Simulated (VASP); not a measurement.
Input:

```yaml
crystal:
  lattice:
    - [3.86604, 0.00000, 0.00000]
    - [-1.93302, 3.34809, 0.00000]
    - [0.00000, 0.00000, 9.45002]
  atoms:
    - { symbol: Sb, position: [0.33333, 0.66667, 0.18920] }
    - { symbol: Sb, position: [0.66667, 0.33333, 0.81080] }
    - { symbol: S, position: [0.00000, 0.00000, 0.00000] }
    - { symbol: S, position: [0.33333, 0.66667, 0.65854] }
    - { symbol: S, position: [0.66667, 0.33333, 0.34146] }
```

Level of theory: PBEsol GGA with spin-orbit coupling, VASP's PBE PAW potentials (set 64) (plane waves; VASP). Numerical set-up: 400 eV cut-off, 6×6×2 Γ-centred mesh, Gaussian smearing of 0.050 eV, potentials Sb S.

Predict the energy per atom (σ→0), band gap (over mesh and band path) with the smallest direct gap where there is one.

| Item | Result |
|---|---|
| band gap (over mesh and band path) | 0.33 eV |
| smallest direct gap (over mesh and band path) | 0.33 eV |
| energy per atom (σ→0) | -4.719 eV/atom |

The structure was generated: Sb2S3 was put into the A-La2O3 type (P-3m1), which need not be its known phase. It was relaxed first, which changed the volume by +13 %.
